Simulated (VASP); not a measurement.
VASP input:

### INCAR
```
# general
SYSTEM  = PtTe2
PREC    = Accurate
ENCUT   = 400
LREAL   = F   # projection in real space or not
LASPH   = T

# electronic loop
EDIFF   = 1E-6
NELM    = 100   # most electronic steps
ALGO    = Normal
LMAXMIX = 6

# smearing
ISMEAR  = 1
SIGMA   = 0.1   # width (eV)

# functional
GGA     = PE   # PBE

# ions
ISIF    = 2   # forces and stress, cell fixed

# output
LWAVE   = F
LCHARG  = F
```

File POSCAR:
```
PtTe2
1
    2.0150000000    -3.4900820000     0.0000000000
    2.0150000000     3.4900820000     0.0000000000
    0.0000000000     0.0000000000     5.2200000000
Te Pt
2 1
Direct
  0.3333330000   0.6666670000   0.2540000000
  0.6666670000   0.3333330000   0.7460000000
  0.0000000000   0.0000000000   0.0000000000
```

### KPOINTS
```
Automatic mesh
0
Gamma
7 7 5
0 0 0
```

POTCAR, in this order: Te Pt (PBE.64 set). Program: vasp_std.

Q: Translate this PBE calculation to Ansatz.

A: One equivalent input (not run):
Ansatz 0.2 input:
```yaml
crystal:
  lattice:
    - [2.0150000, -3.4900820, 0.0000000]
    - [2.0150000, 3.4900820, 0.0000000]
    - [0.0000000, 0.0000000, 5.2200000]
  atoms:
    - { symbol: Te, position: [0.3333330, 0.6666670, 0.2540000] }
    - { symbol: Te, position: [0.6666670, 0.3333330, 0.7460000] }
    - { symbol: Pt, position: [0.0000000, 0.0000000, 0.0000000] }
kpoints:
  mp_grid: { grid: [7, 7, 5] }
hamiltonian:
  xc: pbe
  pseudopotentials: { kind: paw }
scf:
  occupations: { method: methfessel_paxton, width: 0.1 }
  max_iter: 100
output: { forces: true, stress: true, eigenvalues: true }
```
The two are equivalent in intent, not identical: each code has its own PAW files, so the cut-off isn't converted (ENCUT is set for VASP's; basis.ecutwfc is left out, and Ansatz then takes the one that its files recommend); Ansatz stops its SCF on the density residual and VASP on the energy change (EDIFF).

The compound is PtTe2 in the 1T layered structure. The cell was not relaxed at this level.
